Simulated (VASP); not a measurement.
Here is the system:

```
CELL_PARAMETERS angstrom
      3.83299     0.00000     0.00000
     -1.91650     3.31947     0.00000
      0.00000     0.00000    43.88782
ATOMIC_POSITIONS crystal
  Zn 0.66667 0.33333 0.07150
  Zn 0.33333 0.66667 0.57150
  Zn 0.00000 0.00000 0.64290
  Zn 0.00000 0.00000 0.14290
  Zn 0.33333 0.66667 0.78570
  Zn 0.66667 0.33333 0.28570
  Zn 0.00000 0.00000 0.35720
  Zn 0.00000 0.00000 0.85720
  Zn 0.66667 0.33333 0.92860
  Zn 0.33333 0.66667 0.42860
  Zn 0.33333 0.66667 0.21430
  Zn 0.66667 0.33333 0.71430
  Zn 0.33333 0.66667 0.00000
  Zn 0.66667 0.33333 0.50000
  S  0.33333 0.66667 0.48200
  S  0.66667 0.33333 0.98200
  S  0.33333 0.66667 0.05360
  S  0.66667 0.33333 0.55360
  S  0.66667 0.33333 0.33930
  S  0.33333 0.66667 0.83930
  S  0.00000 0.00000 0.41070
  S  0.00000 0.00000 0.91070
  S  0.66667 0.33333 0.76780
  S  0.33333 0.66667 0.26780
  S  0.00000 0.00000 0.19640
  S  0.00000 0.00000 0.69640
  S  0.66667 0.33333 0.12500
  S  0.33333 0.66667 0.62500
```

Computed with revPBE GGA, VASP's PBE PAW potentials (set 64) (plane waves; VASP). Settings: LREAL = Auto, 300 eV cut-off, 5×5×1 Γ-centred mesh, Gaussian smearing of 0.010 eV, potentials Zn S.

At this cut-off the stress carries a Pulay error, which pulls relaxed volumes low.

Q: Give the stress tensor in GPa (positive for a compressed cell).

A: 
```
2.68  0.00  0.00
0.00  2.68  0.00
0.00  0.00  2.50
```
The pressure is its mean diagonal, 2.62 GPa.

The structure comes from a computed database's ZnS entry; how it stands against other phases isn't given here. The cell was not relaxed at this level.
